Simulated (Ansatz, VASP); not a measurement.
# K2LiBrF2: VASP beside Ansatz, part 3 of 3

Wanted: the spread between two codes on one cell, functional and k mesh. The cell is generated by rule, not measured, and may not be a known phase. Of the first pair: The cell is taken from a series of runs on this material, whose earlier steps may have relaxed, scaled, displaced or heated it; both programs get it as it stands.

VASP 6.6.1 and Ansatz 0.2.0.

So far: Starting point; VASP: relaxation of cell and atoms, PBEsol, pair 1; Ansatz: relaxation of cell and atoms, PBEsol, pair 1; Side by side; Ansatz: relaxation of cell and atoms, PBEsol, pair 2; VASP: relaxation of cell and atoms, PBEsol, pair 2.

## 8. Ansatz: relaxation of cell and atoms, PBEsol, pair 3

Level of this step: Ansatz beside VASP: Kohn-Sham DFT, plane waves, PBEsol (Ansatz).

The relaxed volume is the usual yardstick between codes: in a stiff, nearly cubic crystal its relative difference is about their pressure difference at one cell divided by the bulk modulus. Its start cell is another than that of the pair before, and may be another structure of the material.

The cell is taken from a series of runs on this material, whose earlier steps may have relaxed, scaled, displaced or heated it; both programs get it as it stands.

input.yaml

```yaml
crystal:
  lattice:
    - [2.6203367322, 2.6203367322, 0.0]
    - [-2.6203367322, 2.6203367322, 0.0]
    - [2.6203367322, 0.0, 8.9252424625]
  atoms:
    - { symbol: Br, position: [0.1666666667, 0.8333333333, 0.6666666667] }
    - { symbol: F, position: [0.4938323008, 0.5061676992, 0.0123353985] }
    - { symbol: F, position: [0.8395010326, 0.1604989674, 0.3209979349] }
    - { symbol: K, position: [-0.0115372849, 0.0115372849, 0.0230745699] }
    - { symbol: K, position: [0.3448706183, 0.6551293817, 0.3102587635] }
    - { symbol: Li, position: [0.6666666667, 0.3333333333, 0.6666666667] }
kpoints:
  mp_grid: { grid: [8, 8, 8] }
hamiltonian:
  xc: pbesol
scf:
  occupations: { method: fixed }
output:
  forces: true
  stress: true
  eigenvalues: true
relax:
  adjacent_minimum: "off"
  f_tol: 0.001
  max_steps: 60
  cell: { stress_tol: 0.01 }
```

Launch:

```console
$ ansatz run input.yaml --threads 8 --pin off --max-ram 14336MiB --backend cpu --events-out ev --progress --plain --runs-dir out
```

Numbers of over 12 decimals in the logs are rounded to 6 here.

The program printed:

```text
[...]
Crystal: 6 atoms, lattice volume = 122.564 Å³
Basis set: ecut = 420 eV, 2409 PW (Γ), exchange–correlation on 50×50×128 points (8 copies of the dense FFT grid, shifted against one another)
Bands: 27, of which v1, the nominal top of the filled ones, is band 21 counted from 1 (20 counted from 0)
Symmetry: 16 space group operations
[...]
k-points: 59 of 512
[...]
- [2.620064, 2.620064, 0.0]
    - [-2.620064, 2.620064, 0.0]
    - [2.620064, 0, 8.935494]
  atoms:
    - { symbol: Br, position: [0.166667, 0.8333333333, 0.6666666667] }
    - { symbol: F, position: [0.493714, 0.506286, 0.012573] }
    - { symbol: F, position: [0.839620, 0.160380, 0.320761] }
    - { symbol: K, position: [-0.011549, 0.011549, 0.023098] }
    - { symbol: K, position: [0.344882, 0.655118, 0.310235] }
    - { symbol: Li, position: [0.666667, 0.3333333333, 0.6666666667] }
[key lines of the parts left out:]
SCF converged after 6 iterations
Free energy (F): -7580.417945 eV
Fermi energy:    1.495557 eV
P = ⅓ Tr σ = 0.0018 GPa (0.018 kbar)
```

## 9. VASP: relaxation of cell and atoms, PBEsol, pair 3

The same cell, functional and mesh now go to VASP, with its own data sets.

INCAR

```
SYSTEM = K2LiBrF2
PREC = Accurate
ENCUT = 750
EDIFF = 1E-07
NELM = 120
ISMEAR = 0
SIGMA = 0.01
LREAL = .FALSE.
ALGO = Normal
GGA = PS
NBANDS = 27
LORBIT = 11
LWAVE = .FALSE.
LCHARG = .FALSE.
ISIF = 3
IBRION = 2
NSW = 80
EDIFFG = -0.005
LASPH = .TRUE.
GGA_COMPAT = .FALSE.
NELMIN = 4
EFERMI = MIDGAP
KPAR = 2
```

POSCAR

```
K2LiBrF2
1.0
    2.6203370000      2.6203370000      0.0000000000
   -2.6203370000      2.6203370000      0.0000000000
    2.6203370000      0.0000000000      8.9252420000
Br F K Li
1 2 2 1
Direct
    0.1666666293      0.8333333707      0.6666667414
    0.4938323241      0.5061676759      0.0123353518
    0.8395010466      0.1604989534      0.3209979068
    0.9884627218      0.0115372782      0.0230745564
    0.3448705929      0.6551294071      0.3102588143
    0.6666666293      0.3333333707      0.6666667414
```

KPOINTS

```
Automatic mesh
0
Gamma
8 8 8
0 0 0
```

PAW data sets: Br, F, K_sv and Li_sv (PBE family, release 64).

Launch:

```console
$ mpirun -np 2 vasp_std
```

The program printed:

```text
[... set-up lines as in an earlier step ...]
 entering main loop
       N       E                     dE             d eps       ncg     rms          rms(c)
DAV:   1     0.414566409068E+03    0.41457E+03   -0.24644E+04  3186   0.193E+03
DAV:   2     0.876304789289E+01   -0.40580E+03   -0.39508E+03  3842   0.448E+02
DAV:   3    -0.222031964439E+02   -0.30966E+02   -0.30867E+02  3928   0.114E+02
DAV:   4    -0.261287094695E+02   -0.39255E+01   -0.39172E+01  5940   0.227E+01
[...]
DAV:  15    -0.236005117689E+02   -0.19364E-05   -0.87550E-06  3987   0.166E-02    0.360E-03
DAV:  16    -0.236005122135E+02   -0.44463E-06   -0.67319E-07  4414   0.485E-03    0.184E-03
DAV:  17    -0.236005123036E+02   -0.90151E-07   -0.17090E-07  3107   0.300E-03
   1 F= -.23600512E+02 E0= -.23600512E+02  d E =-.236005E+02
[... from here on, the cycles between the ionic steps are left out ...]
   2 F= -.23600566E+02 E0= -.23600566E+02  d E =-.535240E-04
   3 F= -.23600581E+02 E0= -.23600581E+02  d E =-.688877E-04
   4 F= -.23600583E+02 E0= -.23600583E+02  d E =-.707544E-04
   5 F= -.23600591E+02 E0= -.23600591E+02  d E =-.770416E-05
   6 F= -.23600607E+02 E0= -.23600607E+02  d E =-.235895E-04
[...]
reached required accuracy - stopping structural energy minimisation
```

Parts of OUTCAR (step 9):

```text
  Total       -0.0010054     -0.0010054     -0.0127830      0.0000000     -0.0000000      0.0000000
  in kB       -0.0131175     -0.0131175     -0.1667791      0.0000000     -0.0000000      0.0000000
  external PRESSURE =      -0.0643380 kB  Pullay stress =       0.0000000 kB

 POSITION                                       TOTAL-FORCE (eV/Angst)
 -----------------------------------------------------------------------------------
      0.00000      2.62200      5.95407        -0.000000     -0.000000      0.000000
     -0.00000      2.62200      0.10739        -0.000000     -0.000000     -0.003663
      2.62200      2.62200      2.86965         0.000000      0.000000      0.003663
      2.62200      2.62200      0.20454        -0.000000     -0.000000     -0.001156
      0.00000      2.62200      2.77250         0.000000     -0.000000      0.001156
      2.62200      2.62200      5.95407        -0.000000     -0.000000      0.000000
 -----------------------------------------------------------------------------------
    total drift:                               -0.000000      0.000000      0.004730

  FREE ENERGIE OF THE ION-ELECTRON SYSTEM (eV)
  ---------------------------------------------------
  free  energy   TOTEN  =       -23.6006066476 eV

  energy  without entropy=      -23.6006066476  energy(sigma->0) =      -23.60060665

[... 1 part as in an earlier step ...]

[... 3 further parts left out ...]
[key lines of the parts left out:]
E-fermi :   0.7870
```

## 10. Side by side

What differs besides the data sets and the points named for the pairs above, as far as they apply: fixed occupations in Ansatz, narrow Gaussian smearing in VASP. Total energies have different zeros and are not compared.

Compared:

```csv
quantity,Ansatz,VASP,difference
volume (Å³),122.68,122.80,-0.10 %
"edge a after relaxation, in the typed setting (Å)",3.705,3.708,-0.08 %
"edge c after relaxation, in the typed setting (Å)",9.312,9.308,+0.04 %
```

## 11. Results

| Quantity | Value |
| --- | --- |
| difference in edge c after relaxation, in the typed setting (relaxation of cell and atoms, PBEsol, pair 1) | 0.082 % |
| difference in edge c after relaxation, in the typed setting (relaxation of cell and atoms, PBEsol, pair 2) | -0.40 % |
| difference in volume (relaxation of cell and atoms, PBEsol, pair 3) | -0.099 % |

The difference in edge c after relaxation, in the typed setting is -0.40 % (relaxation of cell and atoms, PBEsol, pair 2), within the 1.2 % picked in this series as the mark of a large difference, as far as the stopping tolerances let one tell. How closely two codes agree says nothing of how well the functional describes the real material.

[Lines on the potential files, build, host, timing and source positions are cut from VASP's logs without a mark.]

[Logs are printed without paths, hosts, clocks, repeated set-up lines and the standing remarks that a program may print on its own settings, such as how far it seeks lower states.]

[Hosts, paths, dates, database ids (printed as entryN), source tags and the programs' standing remarks are cut or masked in the printed files.]
